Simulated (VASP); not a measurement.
Data:

```xyz
7
Lattice="6.4483 -1.9119 0.0064 6.4483 1.9119 0.0064 -0.0544 0.0000 3.9775" Properties=species:S:1:pos:R:3 pbc="T T T"
Nb    10.9586     0.0000     3.7256
Nb     1.8835     0.0000     0.2647
O     10.9503     0.0000     1.9477
O      1.8918     0.0000     2.0426
O      0.0000     0.0000     0.0000
O      8.8311     0.0000     0.0280
O      4.0111     0.0000     3.9624
```

The numbers are results of r2SCAN meta-GGA, VASP's PBE PAW potentials (set 64) (plane waves; VASP), not measurements. Run with 520 eV cut-off, 7×7×6 Γ-centred mesh, tetrahedra with Blöchl corrections, potentials Nb_sv O.

The cores are frozen, which limits the accuracy of field gradients.

**Question.** Give the principal components of the electric field gradient (V/Å²) and the asymmetry η at each nucleus.

**Answer.** 
```json
[
 {"atom": "Nb1", "Vxx": "50.3", "Vyy": "28.6", "Vzz": "-78.9", "η": "0.28"},
 {"atom": "Nb2", "Vxx": "50.3", "Vyy": "28.6", "Vzz": "-78.9", "η": "0.28"},
 {"atom": "O3", "Vxx": "8.8", "Vyy": "4.6", "Vzz": "-13.4", "η": "0.32"},
 {"atom": "O4", "Vxx": "8.8", "Vyy": "4.6", "Vzz": "-13.4", "η": "0.32"},
 {"atom": "O5", "Vxx": "29.6", "Vyy": "18.6", "Vzz": "-48.3", "η": "0.23"},
 {"atom": "O6", "Vxx": "38.0", "Vyy": "12.4", "Vzz": "-50.4", "η": "0.51"},
 {"atom": "O7", "Vxx": "38.0", "Vyy": "12.4", "Vzz": "-50.4", "η": "0.51"}
]
```

The structure comes from a computed database's Nb2O5 entry (C2/m); how it stands against other phases isn't given here. It was relaxed first.
